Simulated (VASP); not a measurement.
Calculation: vdW-DF2, VASP's PBE PAW potentials (set 64) (plane waves; VASP).

A VASP calculation is set up with these files.

**INCAR**
```
AGGAC = 0.0
ALGO = Normal
EDIFF = 1E-6
EDIFFG = -0.02
ENCUT = 520
GGA = ML
IBRION = 2
ISIF = 3
ISMEAR = 0
LASPH = T
LCHARG = F
LMAXMIX = 6
LREAL = F
LUSE_VDW = T
LWAVE = F
NELM = 100
NSW = 60
PREC = Accurate
SIGMA = 0.05
SYSTEM = PtS2
ZAB_VDW = -1.8867
```

POSCAR:
```
PtS2
1.0
  1.7826102402  -3.0875715781   0.0000000000
  1.7826102402   3.0875715781   0.0000000000
  0.0000000000   0.0000000000   4.8186444335
Pt S
1 2
Direct
  0.0000000000   0.0000000000   0.0000000000
  0.3333330000   0.6666670000   0.2483778034
  0.6666670000   0.3333330000   0.7516221966
```

### KPOINTS
```
Automatic mesh
0
Gamma
7 7 4
0 0 0
```

POTCAR, in this order: Pt S (PBE.64 set). Program: vasp_std.

Output

File OUTCAR:
```
 ion  position               nearest neighbor table
   1  0.000  0.000  0.000-   2 2.38   3 2.38   3 2.38   2 2.38   3 2.38   2 2.38
   2  0.333  0.667  0.248-   1 2.38   1 2.38   1 2.38
   3  0.667  0.333  0.752-   1 2.38   1 2.38   1 2.38
  LATTYP: Found a hexagonal cell.
 ALAT       =     3.5652205427
 C/A-ratio  =     1.3515698049
 Subroutine PRICEL returns:
 Original cell was already a primitive cell.
 Subroutine GETGRP returns: Found 12 space group operations
The static configuration has the point symmetry D_3d.
The dynamic configuration has the point symmetry D_3d.
 Subroutine INISYM returns: Found 12 space group operations
 Subroutine IBZKPT returns following result:
 Found     28 irreducible k-points:

 Following reciprocal coordinates:
            Coordinates               Weight
  0.000000  0.000000  0.000000      1.000000
  0.142857  0.000000  0.000000      6.000000
  0.285714  0.000000  0.000000      6.000000
  0.428571  0.000000  0.000000      6.000000
  0.142857  0.142857  0.000000      6.000000
  0.285714  0.142857  0.000000     12.000000
  0.428571  0.142857  0.000000      6.000000
...
```

**OSZICAR**
```
...
DAV:   6    -0.831590509252E+01   -0.92215E-03   -0.71417E-03   917   0.643E-01    0.156E-01
DAV:   7    -0.831582512138E+01    0.79971E-04   -0.98707E-04   980   0.291E-01    0.912E-02
DAV:   8    -0.831583712274E+01   -0.12001E-04   -0.12249E-04  1024   0.106E-01    0.224E-02
DAV:   9    -0.831583601657E+01    0.11062E-05   -0.58344E-06   966   0.183E-02    0.133E-02
DAV:  10    -0.831583652152E+01   -0.50495E-06   -0.32753E-06   848   0.109E-02
   3 F= -.83158365E+01 E0= -.83158053E+01  d E =-.338624E+00
       N       E                     dE             d eps       ncg     rms          rms(c)
DAV:   1    -0.831851670892E+01   -0.26807E-02   -0.44259E-02   875   0.192E+00    0.318E-01
DAV:   2    -0.831684485740E+01    0.16719E-02   -0.85366E-03   861   0.104E+00    0.215E-01
DAV:   3    -0.831642954961E+01    0.41531E-03   -0.87238E-04   847   0.346E-01    0.776E-02
DAV:   4    -0.831636490953E+01    0.64640E-04   -0.52783E-04   868   0.138E-01    0.409E-02
DAV:   5    -0.831636545155E+01   -0.54202E-06   -0.19340E-05   987   0.412E-02    0.273E-02
DAV:   6    -0.831636781959E+01   -0.23680E-05   -0.53156E-06   924   0.216E-02    0.397E-03
DAV:   7    -0.831636797374E+01   -0.15415E-06   -0.35960E-07   462   0.602E-03
   4 F= -.83163680E+01 E0= -.83163420E+01  d E =-.339156E+00
       N       E                     dE             d eps       ncg     rms          rms(c)
DAV:   1    -0.831704963288E+01   -0.68181E-03   -0.14419E-02   875   0.109E+00    0.181E-01
DAV:   2    -0.831650578918E+01    0.54384E-03   -0.27632E-03   861   0.591E-01    0.122E-01
DAV:   3    -0.831637338248E+01    0.13241E-03   -0.27997E-04   861   0.196E-01    0.447E-02
DAV:   4    -0.831635383335E+01    0.19549E-04   -0.17076E-04   882   0.783E-02    0.233E-02
DAV:   5    -0.831635432922E+01   -0.49587E-06   -0.63913E-06   987   0.237E-02
   5 F= -.83163543E+01 E0= -.83163308E+01  d E =-.339142E+00
       N       E                     dE             d eps       ncg     rms          rms(c)
DAV:   1    -0.834068421607E+01   -0.24330E-01   -0.91848E-01   840   0.692E+00    0.980E-01
DAV:   2    -0.833014674422E+01    0.10537E-01   -0.80943E-02   882   0.302E+00    0.564E-01
DAV:   3    -0.832725703283E+01    0.28897E-02   -0.61462E-03   973   0.912E-01    0.222E-01
DAV:   4    -0.832658424750E+01    0.67279E-03   -0.53338E-03   882   0.457E-01    0.128E-01
DAV:   5    -0.832658841117E+01   -0.41637E-05   -0.32403E-04   959   0.129E-01    0.535E-02
DAV:   6    -0.832659034709E+01   -0.19359E-05   -0.69831E-05  1051   0.794E-02    0.252E-02
DAV:   7    -0.832659140455E+01   -0.10575E-05   -0.13767E-05   989   0.330E-02    0.695E-03
DAV:   8    -0.832659182914E+01   -0.42459E-06   -0.17161E-06   668   0.124E-02
   6 F= -.83265918E+01 E0= -.83265888E+01  d E =-.102375E-01
       N       E                     dE             d eps       ncg     rms          rms(c)
DAV:   1    -0.847213162389E+01   -0.14554E+00   -0.80858E+00   840   0.206E+01    0.305E+00
DAV:   2    -0.838050159740E+01    0.91630E-01   -0.70486E-01   882   0.896E+00    0.171E+00
DAV:   3    -0.835555360959E+01    0.24948E-01   -0.52438E-02   987   0.267E+00    0.697E-01
DAV:   4    -0.834898106425E+01    0.65725E-02   -0.47664E-02   882   0.136E+00    0.399E-01
DAV:   5    -0.834903946934E+01   -0.58405E-04   -0.26332E-03  1008   0.365E-01    0.163E-01
DAV:   6    -0.834906041723E+01   -0.20948E-04   -0.65098E-04  1051   0.231E-01    0.709E-02
DAV:   7    -0.834906146546E+01   -0.10482E-05   -0.10615E-04  1018   0.876E-02    0.219E-02
DAV:   8    -0.834906577759E+01   -0.43121E-05   -0.15547E-05  1001   0.343E-02    0.151E-02
DAV:   9    -0.834906600615E+01   -0.22856E-06   -0.74825E-07   609   0.690E-03
   7 F= -.83490660E+01 E0= -.83490660E+01  d E =-.327117E-01
       N       E                     dE             d eps       ncg     rms          rms(c)
DAV:   1    -0.882106871910E+01   -0.47200E+00   -0.30736E+01   840   0.400E+01    0.640E+00
DAV:   2    -0.848520442969E+01    0.33586E+00   -0.26351E+00   924   0.172E+01    0.339E+00
DAV:   3    -0.839349778066E+01    0.91707E-01   -0.19395E-01  1001   0.505E+00    0.144E+00
DAV:   4    -0.836425630276E+01    0.29241E-01   -0.17568E-01   903   0.257E+00    0.846E-01
DAV:   5    -0.836455815823E+01   -0.30186E-03   -0.76498E-03  1085   0.625E-01    0.344E-01
DAV:   6    -0.836453305724E+01    0.25101E-04   -0.24098E-03  1030   0.420E-01    0.130E-01
DAV:   7    -0.836452780895E+01    0.52483E-05   -0.30775E-04  1131   0.145E-01    0.462E-02
DAV:   8    -0.836453972117E+01   -0.11912E-04   -0.45470E-05  1050   0.591E-02    0.276E-02
DAV:   9    -0.836454052801E+01   -0.80684E-06   -0.20105E-06   919   0.117E-02
   8 F= -.83645405E+01 E0= -.83645405E+01  d E =-.481862E-01
       N       E                     dE             d eps       ncg     rms          rms(c)
DAV:   1    -0.844289384443E+01   -0.78354E-01   -0.18741E+00   840   0.122E+01    0.199E+00
DAV:   2    -0.837710086044E+01    0.65793E-01   -0.28811E-01   889   0.620E+00    0.121E+00
DAV:   3    -0.836295116325E+01    0.14150E-01   -0.28986E-02   924   0.195E+00    0.458E-01
DAV:   4    -0.836032562298E+01    0.26255E-02   -0.17422E-02   896   0.836E-01    0.273E-01
DAV:   5    -0.836036711309E+01   -0.41490E-04   -0.48998E-04  1036   0.215E-01    0.168E-01
DAV:   6    -0.836034298181E+01    0.24131E-04   -0.24346E-04   924   0.146E-01    0.286E-02
DAV:   7    -0.836034162159E+01    0.13602E-05   -0.33836E-05  1043   0.452E-02    0.177E-02
DAV:   8    -0.836034236251E+01   -0.74092E-06   -0.21195E-06   717   0.127E-02
   9 F= -.83603424E+01 E0= -.83603424E+01  d E =0.419817E-02
       N       E                     dE             d eps       ncg     rms          rms(c)
DAV:   1    -0.840709006304E+01   -0.46748E-01   -0.95548E-01   840   0.876E+00    0.142E+00
DAV:   2    -0.837330123082E+01    0.33789E-01   -0.14483E-01   889   0.431E+00    0.796E-01
DAV:   3    -0.836651047029E+01    0.67908E-02   -0.14190E-02   910   0.134E+00    0.277E-01
DAV:   4    -0.836530509514E+01    0.12054E-02   -0.85446E-03   896   0.588E-01    0.181E-01
DAV:   5    -0.836532649893E+01   -0.21404E-04   -0.23695E-04  1043   0.150E-01    0.118E-01
DAV:   6    -0.836534227248E+01   -0.15774E-04   -0.11698E-04   924   0.956E-02    0.213E-02
DAV:   7    -0.836533995941E+01    0.23131E-05   -0.15950E-05  1057   0.316E-02    0.151E-02
DAV:   8    -0.836533996921E+01   -0.98066E-08   -0.10918E-06   560   0.955E-03
  10 F= -.83653400E+01 E0= -.83653400E+01  d E =-.799441E-03
       N       E                     dE             d eps       ncg     rms          rms(c)
DAV:   1    -0.836719140850E+01   -0.18514E-02   -0.25806E-01   840   0.346E+00    0.303E-01
DAV:   2    -0.836602542053E+01    0.11660E-02   -0.17920E-02  1057   0.102E+00    0.180E-01
DAV:   3    -0.836573394878E+01    0.29147E-03   -0.17339E-03   952   0.437E-01    0.108E-01
DAV:   4    -0.836560908236E+01    0.12487E-03   -0.24753E-04   966   0.124E-01    0.521E-02
DAV:   5    -0.836558532929E+01    0.23753E-04   -0.95986E-05  1120   0.745E-02    0.153E-02
DAV:   6    -0.836558582810E+01   -0.49881E-06   -0.61215E-06  1008   0.259E-02
  11 F= -.83655858E+01 E0= -.83655858E+01  d E =-.245859E-03
       N       E                     dE             d eps       ncg     rms          rms(c)
DAV:   1    -0.836616691743E+01   -0.58159E-03   -0.45717E-02   840   0.146E+00    0.124E-01
DAV:   2    -0.836594914311E+01    0.21777E-03   -0.32483E-03  1057   0.433E-01    0.783E-02
DAV:   3    -0.836589312242E+01    0.56021E-04   -0.31685E-04   952   0.187E-01    0.454E-02
DAV:   4    -0.836586969024E+01    0.23432E-04   -0.46281E-05   973   0.527E-02    0.218E-02
DAV:   5    -0.836586471609E+01    0.49741E-05   -0.16726E-05  1113   0.312E-02    0.652E-03
DAV:   6    -0.836586448704E+01    0.22905E-06   -0.10498E-06   679   0.111E-02
  12 F= -.83658645E+01 E0= -.83658645E+01  d E =-.524518E-03
```

### OUTCAR
```
------------------------ aborting loop because EDIFF is reached ----------------------------------------
  FORCE on cell =-STRESS in cart. coord.  units (eV):
  Direction    XX          YY          ZZ          XY          YZ          ZX
  --------------------------------------------------------------------------------------
  Total        0.0032455      0.0032455      0.0113743      0.0000000     -0.0000000     -0.0000000
  in kB        0.0815798      0.0815798      0.2859042      0.0000000     -0.0000000     -0.0000000
  external PRESSURE =       0.1496879 kB  Pullay stress =       0.0000000 kB
  volume of cell :       63.74
      direct lattice vectors                 reciprocal lattice vectors
     1.836447173 -3.180819887  0.000000000     0.272264842 -0.157192176 -0.000000000
     1.836447173  3.180819887 -0.000000000     0.272264842  0.157192176  0.000000000
    -0.000000000 -0.000000000  5.455922329     0.000000000  0.000000000  0.183287067
 POSITION                                       TOTAL-FORCE (eV/Angst)
 -----------------------------------------------------------------------------------
      0.00000     -0.00000      0.00000         0.000000      0.000000      0.000000
      1.83645      1.06028      1.27733        -0.000000     -0.000000     -0.001223
      1.83645     -1.06028      4.17859         0.000000      0.000000      0.001223
 -----------------------------------------------------------------------------------
    total drift:                                0.000000     -0.000000      0.000000
  FREE ENERGIE OF THE ION-ELECTRON SYSTEM (eV)
  ---------------------------------------------------
  free  energy   TOTEN  =        -8.3658644870 eV

  energy  without entropy=       -8.3658644870  energy(sigma->0) =       -8.36586449

 reached required accuracy - stopping structural energy minimisation
```
(Selected blocks of OUTCAR.)

### CONTCAR
```
PtS2
   1.00000000000000
     1.8364471726028651   -3.1808198867299002    0.0000000000000001
     1.8364471726028651    3.1808198867299002   -0.0000000000000001
    -0.0000000000000000   -0.0000000000000003    5.4559223291367624
  Pt              S
     1     2
Direct
     0.0000000000000000    0.0000000000000000    0.0000000000000000
     0.3333330000000032    0.6666669999999968    0.2341180838159317
     0.6666669999999968    0.3333330000000032    0.7658819161840684
```

Energy and stress use the plane-wave basis of the starting cell.

The compound is PtS2 in the 1T layered structure. This run relaxes it. Symmetry was kept, so distortions that lower it aren't found. The start is the result of an earlier pass.
